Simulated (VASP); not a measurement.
Given:

```xyz
4
Lattice="-1.9365 1.9365 4.3134 1.9365 -1.9365 4.3134 1.9365 1.9365 -4.3134" Properties=species:S:1:pos:R:3 pbc="T T T"
Ti     0.0000     0.0000     4.3134
Ti     0.0000     1.9365     2.1567
Ti     1.9365     0.0000     2.1567
Pt     0.0000     0.0000     0.0000
```

All values below come from PBE GGA, VASP's PBE PAW potentials (set 64) (plane waves; VASP). Run with 300 eV cut-off, 6×6×6 Γ-centred mesh, Fermi-Dirac smearing of 0.10 eV, potentials Ti_sv Pt.

Unless said otherwise, spin-orbit coupling is left out, though it shifts the bands of the heavy elements here.

Question: Estimate the energy per atom (σ→0), band gap (on the k-mesh) with the smallest direct gap where there is one.

Answer: 
```
Quantity                                                    Result
------------------------  ----------------------------------------
band gap (on the k-mesh)  none (metal, semimetal or under 0.01 eV)
energy per atom (σ→0)                               -7.869 eV/atom
```

Total energies compare only between runs with the same potentials, cut-off and functional.

The structure was generated: Ti3Pt was put into an ordered model structure, which need not be its known phase. The cell was not relaxed at this level. The k-mesh is coarse (spacing up to 0.38 per Å, 2π included), so the numbers may not be converged in it.
